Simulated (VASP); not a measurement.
Energy against volume of HfC (rock salt). Calculation: PW91 GGA, VASP's PBE PAW potentials (set 64) (plane waves; VASP). Run with 520 eV cut-off, 13×13×13 Γ-centred mesh, first-order Methfessel-Paxton smearing of 0.10 eV, potentials Hf_pv C.

```csv
V (Å³/atom),E (eV/atom)
12.205,-10.50870
12.582,-10.51759
12.959,-10.50950
13.337,-10.48682
```

### Question
Fit these four points and predict the energy of the run at 11.827 Å³/atom.

### Answer
A cubic in V^(−2/3), the third-order Birch-Murnaghan form, passes through the four points with V0 = 12.58 Å³/atom and B0 = 240 GPa, and gives -10.4798 eV/atom there. The run gave -10.4801 eV/atom, -0.2 meV/atom from the fit; all five points give B0 = 240 GPa.

The compound is HfC in the rock salt structure. It was relaxed first.
